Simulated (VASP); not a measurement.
**Hf3SnS4: relaxation of cell and atoms with PBE**

The system is Hf3SnS4.

```
CELL_PARAMETERS angstrom
-3.60723 3.60723 3.60723
3.60723 -3.60723 3.60723
3.60723 3.60723 -3.60723
ATOMIC_POSITIONS crystal
Hf 0.00000 0.50000 0.50000
Hf 0.50000 0.00000 0.50000
Hf 0.50000 0.50000 0.00000
Sn 0.00000 0.00000 0.00000
S 0.50000 0.50000 0.50000
S 0.00000 0.00000 0.50000
S 0.00000 0.50000 0.00000
S 0.50000 0.00000 0.00000
```

The cell was built by a generator and needn't be a form met in nature.

```
Program                : VASP 6.6.1
Task                   : relaxation of cell and atoms
Functional             : PBE
Potentials or basis    : VASP PAW PBE potentials, release 64 (Hf_pv, Sn_d, S)
Cutoff                 : 520 eV
k mesh                 : 3 × 3 × 3
Occupations            : gaussian, width 0.15 eV
Spin                   : no spin polarisation
Further INCAR settings : PREC = Normal; ALGO = Fast; EDIFF = 0.0001; IBRION = 2; EDIFFG = -0.08; NSW = 24; ISIF = 3
```

* Relaxed volume: 17.59 Å³/atom
* Relaxed cell: a = 5.675 Å, b = 5.675 Å, c = 5.675 Å, α = 109.47°, β = 109.47°, γ = 109.47°
* Space group after relaxing (to 0.05 Å): Im-3m (No. 229)
* Energy gained by relaxing: 409.0 meV/atom
* Ionic steps: 3
* Pressure after relaxing: -0.1 GPa
* Band gap on the k mesh: none (metal or under the smearing width)

Step by step:
| step | energy change (eV) | largest force (eV/Å) | pressure (GPa) | volume (Å³) |
| --- | --- | --- | --- | --- |
| 1 | 0.0000 | 0.0000 | -17.36 | 187.75 |
| 2 | -2.7199 | 0.0000 | 14.03 | 126.77 |
| 3 | -3.2723 | 0.0000 | -0.06 | 140.72 |

Final structure:
```
Hf Sn S
1.0
    -3.27668    3.27668    3.27668
     3.27668   -3.27668    3.27668
     3.27668    3.27668   -3.27668
Hf Sn S
3 1 4
Direct
  0.00000 0.50000 0.50000
  0.50000 0.00000 0.50000
  0.50000 0.50000 0.00000
  0.00000 0.00000 0.00000
  0.50000 0.50000 0.50000
  0.00000 0.00000 0.50000
  0.00000 0.50000 0.00000
  0.50000 0.00000 0.00000
```

Levels at points of the mesh, in eV from the Fermi level:
```csv
k point,band 32,band 33,band 34,band 35,band 36,band 37
"(0.00, 0.00, 0.00)",-2.02,-1.91,-1.06,-1.06,-0.79,0.45
```

Run time: 76 s on 1 thread of Intel(R) Xeon(R) Platinum 8259CL CPU @ 2.50GHz (Skylake/Cascade Lake), with other jobs on the host, peak memory 0.22 GiB.

Caveat: the k mesh is coarse (spacing up to 0.41 Å⁻¹), so the values aren't converged; the volume moved by over 15 % at a fixed basis, so the end points are rough; the relaxation stopped at a loose force limit of 0.08 eV/Å, so its end isn't a converged minimum. The run has no spin-orbit coupling, so splittings on Hf are missing.
